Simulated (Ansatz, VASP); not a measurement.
**Two plane-wave programs on GaAg2P**

Contents of INCAR:

```
PREC = Accurate ; ENCUT = 600
EDIFF = 1E-7 ; ISMEAR = 0
SIGMA = 0.1 ; LREAL = F
LASPH = T ; NELM = 100
ALGO = Normal ; ISIF = 3
LWAVE = F ; LCHARG = F
GGA = PE ; IBRION = 2
NSW = 90 ; EDIFFG = -0.04
```

KPOINTS

```
regular mesh
0
Gamma
  4 4 4
```

POSCAR

```
GaAg2P
1.0
    3.8361851300      0.0000000000      0.0000000000
    0.0000000000      3.8361851300      0.0000000000
    0.0000000000      0.0000000000      5.2211637900
Ga Ag P
1 2 1
Direct
    0.0000000000      0.0000000000      0.0000000000
    0.5000000000      0.0000000000      0.5000000000
    0.0000000000      0.5000000000      0.5000000000
    0.5000000000      0.5000000000      0.5000000000
```

Input for Ansatz:

```yaml
crystal:
  lattice:
    - [3.83618513, 0.0, 0.0]
    - [0.0, 3.83618513, 0.0]
    - [0.0, 0.0, 5.22116379]
  atoms:
    - { symbol: Ga, position: [0.0, 0.0, 0.0] }
    - { symbol: Ag, position: [0.5, 0.0, 0.5] }
    - { symbol: Ag, position: [0.0, 0.5, 0.5] }
    - { symbol: P, position: [0.5, 0.5, 0.5] }
basis:
  ecutwfc: 420
kpoints:
  mp_grid: { grid: [4, 4, 4] }
hamiltonian:
  xc: pbe
scf:
  occupations: { method: gaussian, width: 0.1 }
  lower_state_search: "off"
output:
  forces: true
  stress: true
  eigenvalues: true
relax:
  adjacent_minimum: "off"
  f_tol: 0.04
  max_steps: 70
  cell: { stress_tol: 0.4 }
```

Alike in both runs: task relaxation of cell and atoms; functional PBE; k mesh 4 × 4 × 4; occupations gaussian, width 0.1 eV; no spin polarisation.

|  | VASP | Ansatz |
| --- | --- | --- |
| version | VASP 6.6.1 | Ansatz 0.2.0 |
| potentials or method | VASP PAW PBE potentials, release 64 (Ga_d, Ag, P) | scalar-relativistic, plane waves, PAW |
| plane-wave cutoff (eV) | 600 | 420 |
| valence electrons in the cell | 40 | 56 |

```csv
,VASP,Ansatz,Ansatz less VASP
"gap on the k mesh at the Fermi level, each at its own relaxed structure (eV)",none,none,-
relaxed volume (Å³/atom),19.18,19.20,+0.025
relaxed cell length with the largest relative difference (Å),3.119,3.100,-0.0192
energy change over the relaxation (meV/atom),-2112,-2133,-20.9
```

A gap of «none» marks a metal or a gap that the smearing closes. The two sets of potentials don't hold the same shells in valence.

Caveats: the k mesh is coarse (spacing up to 0.41 Å⁻¹), so the values aren't converged.
